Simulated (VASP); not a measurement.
Input for VASP

POSCAR:
```
BP
1.0
  3.1235263182   0.0000000000   0.0000000000
 -1.5617631591   2.7050528986   0.0000000000
  0.0000000000   0.0000000000   5.1847411474
B P
2 2
Direct
  0.3333330000   0.6666670000   0.0006808303
  0.6666670000   0.3333330000   0.5006808303
  0.3333330000   0.6666670000   0.3743191697
  0.6666670000   0.3333330000   0.8743191697
```

### INCAR
```
# general
SYSTEM   =  BP
PREC     =  Accurate
ENCUT    =  620   # plane-wave cut-off (eV)
LREAL    =  .FALSE.   # projection in real space or not
LASPH    =  .TRUE.   # aspherical one-centre terms

# electronic loop
EDIFF    =  1E-6   # SCF stop (eV)
NELM     =  100   # most electronic steps
ALGO     =  Normal   # blocked Davidson

# smearing
ISMEAR   =  0
SIGMA    =  0.05

# functional
GGA      =  PS

# ions
IBRION   =  2   # conjugate gradients
NSW      =  40   # most ionic steps
ISIF     =  3   # ions, shape and volume
EDIFFG   =  -0.02   # ionic stop
PSTRESS  =  200   # kbar

# output
LWAVE    =  .FALSE.
LCHARG   =  .FALSE.
```

File KPOINTS:
```
Automatic mesh
0
Gamma
8 8 5
0 0 0
```

POTCAR, in this order: B P (PBE.64 set). Program: vasp_std.

Question: Translate this PBEsol calculation to Quantum ESPRESSO's pw.x.

Answer: One equivalent input (not run):
```
&CONTROL
  calculation = 'vc-relax'
  pseudo_dir = './pseudo'
  outdir = './out'
  tprnfor = .true.
  tstress = .true.
  nstep = 40
  forc_conv_thr = 0.00078
/
&SYSTEM
  ibrav = 0
  nat = 4
  ntyp = 2
  ecutwfc = 76
  occupations = 'smearing'
  smearing = 'gaussian'
  degauss = 0.003675
  input_dft = 'pbesol'
/
&ELECTRONS
  conv_thr = 7.3e-08
  electron_maxstep = 100
/
&IONS
/
&CELL
  press = 200
/
ATOMIC_SPECIES
  B 10.810 B.upf
  P 30.974 P.upf
CELL_PARAMETERS angstrom
     3.1235263    0.0000000    0.0000000
    -1.5617632    2.7050529   -0.0000000
     0.0000000    0.0000000    5.1847411
ATOMIC_POSITIONS crystal
  B    0.3333330  0.6666670  0.0006808
  B    0.6666670  0.3333330  0.5006808
  P    0.3333330  0.6666670  0.3743192
  P    0.6666670  0.3333330  0.8743192
K_POINTS automatic
  8 8 5 0 0 0
```
Limits of the translation: the potentials are each code's own (VASP's PAW set, PseudoDojo norm-conserving files in pw.x), so ENCUT and ecutwfc are chosen apart and not converted; conv_thr bounds pw.x's estimated SCF error, while EDIFF bounds the energy change between steps; forc_conv_thr acts on force components and is met together with etot_conv_thr.

The structure was generated: BP was put into the wurtzite type (P6_3mc), which need not be its known phase. This run relaxes it under an external pressure of 20 GPa. Symmetry was kept, so distortions that lower it aren't found.
